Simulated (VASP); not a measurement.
Data:

```yaml
crystal:
  lattice:
    - [4.30511, 0.00000, 0.00000]
    - [0.00000, 4.30511, 0.00000]
    - [0.00000, 0.00000, 4.30511]
  atoms:
    - { symbol: Ba, position: [0.00000, 0.00000, 0.00000] }
    - { symbol: Hf, position: [0.50000, 0.50000, 0.50000] }
    - { symbol: O, position: [0.50000, 0.00000, 0.50000] }
    - { symbol: O, position: [0.00000, 0.50000, 0.50000] }
    - { symbol: O, position: [0.50000, 0.50000, 0.00000] }
```

Method: vdW-DF2, VASP's PBE PAW potentials (set 64) (plane waves; VASP). Run with 520 eV cut-off, 5×5×5 Γ-centred mesh, Gaussian smearing of 0.050 eV, potentials Ba_sv Hf_pv O.

Task: Estimate the energy per atom (σ→0), pressure.

Result: 
```yaml
energy per atom (σ→0): -6.812 eV/atom
pressure: -4.01 GPa
```

The compound is BaHfO3 in the cubic perovskite structure. This cell is one point of a volume scan, at 1.03 of the reference volume.
